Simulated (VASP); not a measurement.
Here is a VASP 6.6.1 calculation.

The input INCAR:

```
PREC = Accurate
ENCUT = 520
EDIFF = 1E-6
ISMEAR = -1
SIGMA = 0.1
LREAL = F
LASPH = T
NELM = 100
ALGO = Fast
ISIF = 2
LWAVE = F
LCHARG = T
GGA = PS
LELF = T
LVHAR = T
NBANDS = 57
```

Contents of KPOINTS:

```
regular mesh
0
Gamma
  7 7 8
```

File POSCAR:

```
Cu3Sn
1.0
    2.7080197400      4.6904239500      0.0000000000
   -2.7080197400      4.6904239500      0.0000000000
    0.0000000000      0.0000000000      4.3472056900
Sn Cu
2 6
Direct
    0.3333000000      0.3334000000      0.2500000000
    0.6666000000      0.6667000000      0.7500000000
    0.8330000000      0.8330000000      0.2500000000
    0.1670000000      0.6660000000      0.7500000000
    0.3340000000      0.8330000000      0.2500000000
    0.1670000000      0.1670000000      0.7500000000
    0.8330000000      0.3340000000      0.2500000000
    0.6660000000      0.1670000000      0.7500000000
```

Potentials or basis: VASP PAW PBE potentials, release 64 (Sn_d, Cu).

The run is started by

```console
$ cat potpaw_PBE.64/Sn_d/POTCAR potpaw_PBE.64/Cu/POTCAR > POTCAR
$ mpirun -np 1 vasp_std > vasp.out
```

(1) Estimate the largest force.

(2) What does it give for the pressure?

Results:

(1) 0.621 eV/Å.

(2) 0.7 GPa.

Caveat: the PAW data sets were made with another functional, which shifts forces and pressure a little.
